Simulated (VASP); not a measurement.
Input:

```yaml
crystal:
  lattice:
    - [0.00000, 2.19000, 2.19000]
    - [2.19000, 0.00000, 2.19000]
    - [2.19000, 2.19000, 0.00000]
  atoms:
    - { symbol: Al, position: [0.00000, 0.00000, 0.00000] }
    - { symbol: N, position: [0.25000, 0.25000, 0.25000] }
```

All values below come from PBE GGA, VASP's PBE PAW potentials (set 64) (plane waves; VASP 6.6.1). Settings: 400 eV cut-off, 10×10×10 Γ-centred mesh, Fermi-Dirac smearing of 0.010 eV, potentials Al N.

Give the energies of bands 2 to 5 at the high-symmetry points, in eV from the valence-band maximum.

```json
[
 {"band": "2", "Γ": "0.00", "X": "-4.88", "U": "-4.24", "L": "-5.83", "W": "-3.78"},
 {"band": "3", "Γ": "0.00", "X": "-1.77", "U": "-3.61", "L": "-0.48", "W": "-3.41"},
 {"band": "4", "Γ": "0.00", "X": "-1.77", "U": "-1.36", "L": "-0.48", "W": "-2.68"},
 {"band": "5", "Γ": "4.11", "X": "3.31", "U": "5.15", "L": "7.30", "W": "6.03"}
]
```

The gap is indirect, 3.31 eV, from the valence maximum at K-Γ at 0.89 to the conduction minimum at X.

The structure is a typed AlN crystal (F-43m). The cell was not relaxed at this level.
